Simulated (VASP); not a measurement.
Data:

```
CELL_PARAMETERS angstrom
     -1.23856     1.23856     1.23856
      1.23856    -1.23856     1.23856
      1.23856     1.23856    -1.23856
ATOMIC_POSITIONS crystal
  N  0.00000 0.00000 0.00000
```

The numbers are results of PBEsol GGA, VASP's PBE PAW potentials (set 64) (plane waves; VASP 6.6.1), not measurements. Settings: 520 eV cut-off, 13×13×13 Γ-centred mesh, Gaussian smearing of 0.050 eV, potentials N.

Energy and stress use the plane-wave basis of the starting cell.

Question: The ions, cell shape and volume are relaxed. Which structure does the run end with?

Answer: 
```
CELL_PARAMETERS angstrom
     -1.19841     1.19841     1.19841
      1.19841    -1.19841     1.19841
      1.19841     1.19841    -1.19841
ATOMIC_POSITIONS crystal
  N  0.00000 0.00000 0.00000
```
Space group Im-3m (229), at a tolerance of 0.03 Å.

Question: How do energy and volume change from the first to the last step?

Answer: The energy (σ→0) changes by -43.6 meV/atom and the volume by -9.4 %, in 3 ionic steps.

```json
[
 {"step": "1", "E(σ→0) (eV)": "-4.5208", "max force (eV/Å)": "0.000", "pressure (GPa)": "-17.54", "volume (Å³)": "7.60"},
 {"step": "2", "E(σ→0) (eV)": "-4.5614", "max force (eV/Å)": "0.000", "pressure (GPa)": "6.00", "volume (Å³)": "6.72"},
 {"step": "3", "E(σ→0) (eV)": "-4.5645", "max force (eV/Å)": "0.000", "pressure (GPa)": "0.14", "volume (Å³)": "6.88"}
]
```

The structure was generated: N was put into the bcc type (Im-3m), which need not be its known phase. This run relaxes it. Symmetry was kept, so distortions that lower it aren't found.
